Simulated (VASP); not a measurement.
Input:

```xyz
2
Lattice="0.0000 2.7161 2.7161 2.7161 0.0000 2.7161 2.7161 2.7161 0.0000" Properties=species:S:1:pos:R:3 pbc="T T T"
Li     0.0000     0.0000     0.0000
Br     2.7161     2.7161     2.7161
```

Calculation: PBE GGA with D4 dispersion, VASP's PBE PAW potentials (set 64) (plane waves; VASP 6.6.1). Numerical set-up: 520 eV cut-off, Gaussian smearing of 0.050 eV, potentials Li_sv Br.

Task: Give the energies of bands 3 to 8 at the high-symmetry points, in eV from the valence-band maximum.

Result: 
```
band      Γ      X      U      L      W
----  -----  -----  -----  -----  -----
3     -0.01  -3.06  -2.65  -3.04  -2.28
4     -0.01  -1.22  -1.97  -0.28  -2.28
5     -0.01  -1.22  -0.92  -0.28  -1.22
6      5.11   6.31   6.67   5.64   8.15
7     10.52   7.04   8.82   8.11   8.64
8     10.52  11.94  10.41   8.11   9.55
```

The gap is indirect, 5.11 eV, from the valence maximum at K-Γ at 0.79 to the conduction minimum at Γ.

Measured: gap 7.60 eV (computed value off by -2.49 eV), as given by Abedi et al., (2022), arXiv:2211.14644.

The compound is LiBr in the rock salt structure. It was relaxed first.
